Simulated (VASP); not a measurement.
These are LDA (Ceperley-Alder, Perdew-Zunger), VASP's LDA PAW potentials (set 64) (plane waves; VASP 6.6.1) values and carry that method's errors.

A VASP calculation is set up with these files.

**POSCAR**
```
Tl
1
    7.1786780000     0.0000000000     0.0000000000
    1.7946690000    11.9365580000     0.0000000000
    0.0000000000     0.0000000000    22.5567000000
Tl
24
Direct
  0.3403940000   0.0967600000   0.3753610000
  0.8403940000   0.0967600000   0.3753610000
  0.4569160000   0.6306680000   0.3103290000
  0.9569160000   0.6306680000   0.3103290000
  0.2708290000   0.3750160000   0.3211680000
  0.7708290000   0.3750160000   0.3211680000
  0.4099580000   0.8185030000   0.4295530000
  0.9099580000   0.8185030000   0.4295530000
  0.1073480000   0.0289440000   0.5054200000
  0.6073480000   0.0289440000   0.5054200000
  0.2238700000   0.5628520000   0.4403880000
  0.7238700000   0.5628520000   0.4403880000
  0.0377830000   0.3072000000   0.4512270000
  0.5377830000   0.3072000000   0.4512270000
  0.1769120000   0.7506870000   0.5596120000
  0.6769120000   0.7506870000   0.5596120000
  0.3743020000   0.9611280000   0.6354790000
  0.8743020000   0.9611280000   0.6354790000
  0.4908240000   0.4950360000   0.5704510000
  0.9908240000   0.4950360000   0.5704510000
  0.3047370000   0.2393850000   0.5812860000
  0.8047370000   0.2393850000   0.5812860000
  0.4438660000   0.6828710000   0.6896710000
  0.9438660000   0.6828710000   0.6896710000
```

File KPOINTS:
```
Automatic mesh
0
Gamma
3 5 1
0 0 0
```

**INCAR**
```
ALGO = Normal
EDIFF = 1E-6
ENCUT = 300
ISIF = 2
ISMEAR = 0
LASPH = .TRUE.
LCHARG = .FALSE.
LMAXMIX = 4
LREAL = Auto
LWAVE = .FALSE.
NELM = 100
PREC = Accurate
SIGMA = 0.05
SYSTEM = Tl
```

POTCAR, in this order: Tl_d (LDA.64 set). Program: vasp_std.

Output of the run:

### OSZICAR
```
       N       E                     dE             d eps       ncg     rms          rms(c)
DAV:   1     0.107411778161E+04    0.10741E+04   -0.11850E+05  4128   0.887E+02
DAV:   2    -0.751004217388E+01   -0.10816E+04   -0.10484E+04  3297   0.199E+02
DAV:   3    -0.627443142723E+02   -0.55234E+02   -0.54113E+02  3272   0.334E+01
DAV:   4    -0.643418686956E+02   -0.15976E+01   -0.15914E+01  3304   0.488E+00
DAV:   5    -0.644407844725E+02   -0.98916E-01   -0.98903E-01  3680   0.120E+00    0.780E+00
DAV:   6    -0.631135836225E+02    0.13272E+01   -0.21401E+00  3152   0.641E+00    0.487E+00
DAV:   7    -0.629515824963E+02    0.16200E+00   -0.89500E-01  3240   0.289E+00    0.257E+00
DAV:   8    -0.629440676249E+02    0.75149E-02   -0.32743E-01  3280   0.314E+00    0.997E-01
DAV:   9    -0.628863694447E+02    0.57698E-01   -0.25157E-01  3296   0.238E+00    0.416E-01
DAV:  10    -0.628776363515E+02    0.87331E-02   -0.32633E-02  3224   0.883E-01    0.206E-01
DAV:  11    -0.628787539277E+02   -0.11176E-02   -0.10537E-02  3256   0.248E-01    0.125E-01
DAV:  12    -0.628803856826E+02   -0.16318E-02   -0.14327E-03  3176   0.152E-01    0.629E-02
DAV:  13    -0.628821868330E+02   -0.18012E-02   -0.10480E-03  3128   0.474E-02    0.463E-02
DAV:  14    -0.628847274157E+02   -0.25406E-02   -0.92314E-04  3112   0.565E-02    0.211E-02
DAV:  15    -0.628852726584E+02   -0.54524E-03   -0.97937E-05  3312   0.174E-02    0.137E-02
DAV:  16    -0.628859936324E+02   -0.72097E-03   -0.13731E-04  3151   0.177E-02    0.808E-03
DAV:  17    -0.628863729304E+02   -0.37930E-03   -0.31037E-05  2365   0.108E-02    0.547E-03
DAV:  18    -0.628866922873E+02   -0.31936E-03   -0.51078E-05  2234   0.550E-03    0.296E-03
DAV:  19    -0.628868468934E+02   -0.15461E-03   -0.12204E-05  2248   0.534E-03    0.203E-03
DAV:  20    -0.628869657745E+02   -0.11888E-03   -0.78834E-06  2096   0.260E-03    0.111E-03
DAV:  21    -0.628870277767E+02   -0.62002E-04   -0.48529E-06  1992   0.228E-03    0.712E-04
DAV:  22    -0.628870402574E+02   -0.12481E-04   -0.48654E-07  2104   0.125E-03    0.305E-04
DAV:  23    -0.628870509216E+02   -0.10664E-04   -0.77397E-07  1948   0.645E-04    0.187E-04
DAV:  24    -0.628870524089E+02   -0.14873E-05   -0.42514E-08  2000   0.357E-04    0.915E-05
DAV:  25    -0.628870542769E+02   -0.18679E-05   -0.16639E-07  1980   0.314E-04    0.569E-05
DAV:  26    -0.628870544061E+02   -0.12927E-06   -0.51097E-09  1909   0.152E-04
   1 F= -.62887054E+02 E0= -.62876645E+02  d E =-.208181E-01
```

OUTCAR:
```
------------------------ aborting loop because EDIFF is reached ----------------------------------------
  FORCE on cell =-STRESS in cart. coord.  units (eV):
  Direction    XX          YY          ZZ          XY          YZ          ZX
  --------------------------------------------------------------------------------------
  Total      -26.5665972    -29.7469359    -20.8028208      0.2119937      0.8967353     -0.0368405
  in kB      -22.0215236    -24.6577628    -17.2438271      0.1757253      0.7433198     -0.0305377
  external PRESSURE =     -21.3077045 kB  Pullay stress =       0.0000000 kB
  volume of cell :     1932.85
      direct lattice vectors                 reciprocal lattice vectors
     7.178678000  0.000000000  0.000000000     0.139301415 -0.020944055  0.000000000
     1.794669000 11.936558000  0.000000000     0.000000000  0.083776244  0.000000000
     0.000000000  0.000000000 22.556700000     0.000000000  0.000000000  0.044332726
 POSITION                                       TOTAL-FORCE (eV/Angst)
 -----------------------------------------------------------------------------------
      2.61723      1.15498      8.46691        -0.004147      0.193348      0.344954
      6.20657      1.15498      8.46691        -0.004147      0.193348      0.344954
      4.41189      7.52801      7.00000        -0.001030     -0.171191      0.455400
      8.00123      7.52801      7.00000        -0.001030     -0.171191      0.455400
      2.61722      4.47640      7.24449        -0.002828     -0.003775      0.417279
      6.20656      4.47640      7.24449        -0.002828     -0.003775      0.417279
      4.41190      9.77011      9.68930         0.001394      0.043810      0.053225
      8.00124      9.77011      9.68930         0.001394      0.043810      0.053225
      0.82256      0.34549     11.40061        -0.002569     -0.027336      0.014402
      4.41190      0.34549     11.40061        -0.002569     -0.027336      0.014402
      2.61722      6.71852      9.93370         0.000376     -0.031987      0.042756
      6.20656      6.71852      9.93370         0.000376     -0.031987      0.042756
      0.82255      3.66691     10.17819         0.002319     -0.018859     -0.008780
      4.41189      3.66691     10.17819         0.002319     -0.018859     -0.008780
      2.61723      8.96062     12.62300        -0.001702     -0.054921      0.064725
      6.20657      8.96062     12.62300        -0.001702     -0.054921      0.064725
      4.41190     11.47256     14.33431         0.001998     -0.141078     -0.343179
      8.00124     11.47256     14.33431         0.001998     -0.141078     -0.343179
      4.41189      5.90903     12.86749         0.002166      0.094531     -0.134910
      8.00123      5.90903     12.86749         0.002166      0.094531     -0.134910
      2.61723      2.85743     13.11189         0.002039     -0.046630     -0.262344
      6.20656      2.85743     13.11189         0.002039     -0.046630     -0.262344
      4.41190      8.15113     15.55670         0.001986      0.164089     -0.643531
      8.00124      8.15113     15.55670         0.001986      0.164089     -0.643531
 -----------------------------------------------------------------------------------
    total drift:                               -0.000856      0.003731      0.006874
  FREE ENERGIE OF THE ION-ELECTRON SYSTEM (eV)
  ---------------------------------------------------
  free  energy   TOTEN  =       -62.8870544061 eV

  energy  without entropy=      -62.8662363559  energy(sigma->0) =      -62.87664538
```
(Selected blocks of OUTCAR.)

At this cut-off the stress carries a Pulay error, which pulls relaxed volumes low. The cell holds a wide vacuum, so values per volume refer to the whole cell.

The cell is a sheet with vacuum, built from a database entry that may be metastable or hypothetical.
